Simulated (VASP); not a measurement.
A cell of CdTe (zinc blende) near equilibrium:

```
CdTe
1.0
    0.00000     3.30410     3.30410
    3.30410     0.00000     3.30410
    3.30410     3.30410     0.00000
Cd Te
1 1
Cartesian
  0.00000   0.00000   0.00000
  1.65205   1.65205   1.65205
```

Calculation: PBE GGA, VASP's PBE PAW potentials (set 64) (plane waves; VASP 6.6.1).

Unless said otherwise, spin-orbit coupling is left out, though it shifts the bands of the heavy elements here.

| run | ΔE (meV/atom) | σxx | σyy | σzz | largest shear component, with its sign (GPa) | gap (eV) |
|---|---|---|---|---|---|---|
| as it is | 0.0 | 0.26 | 0.26 | 0.26 | 0.00 | 0.59 |
| after one change | -0.1 | -0.27 | -0.27 | -0.27 | 0.00 | 0.55 |
Stress is in GPa, positive when the cell is compressed; gaps are those on the k-mesh, and 0.00 means metallic.

**Question.** Which change was made?
A) isotropic strain of -0.5 %
B) isotropic strain of +0.5 %
C) shear strain γ_yz = -1.5 %
D) uniaxial strain of +3.0 % along z

**Answer.** B, isotropic strain of +0.5 %

The compound is CdTe in the zinc blende structure.
